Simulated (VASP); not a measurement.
SbC, 2 atoms in the cell. It takes space group Pm-3m (No. 221, cubic). Conventional cell: a = 3.115 Å, b = 3.115 Å, c = 3.115 Å, α = 90.00°, β = 90.00°, γ = 90.00°. Sb (site symmetry m-3m) is surrounded by 8 C at 2.70 Å. Around C (site symmetry m-3m) lie 8 Sb at 2.70 Å. The cell was built by a generator and needn't be a form met in nature.

* Program: VASP 6.6.1
* Task: relaxation of cell and atoms
* Functional: PBEsol
* Potentials or basis: VASP PAW PBE potentials, release 64 (Sb, C)
* Cutoff: 600 eV
* k mesh: 9 × 9 × 9
* Occupations: fermi-dirac, width 0.05 eV
* Spin: no spin polarisation
* Target pressure: 5 GPa
* Further INCAR settings: ALGO = Normal; EDIFF = 1e-06; IBRION = 2; EDIFFG = -0.02; NSW = 40; ISIF = 3
* Target pressure: 5 GPa

Potentials or basis: VASP PAW PBE potentials, release 64 (Sb, C).

Command:

```bash
$ cat potpaw_PBE.64/Sb/POTCAR potpaw_PBE.64/C/POTCAR > POTCAR
$ mpirun -np 1 vasp_std > vasp.out
```

Hardware: 1 thread of Intel(R) Xeon(R) 6975P-C (Granite Rapids) (shared host).

Question: How long does it take, and how much memory?

Answer: It took 10 s on 1 thread of Intel(R) Xeon(R) 6975P-C (Granite Rapids), on a shared host, peak memory 0.17 GiB. Counts: scf iterations 24, k points 35, ion steps 3.
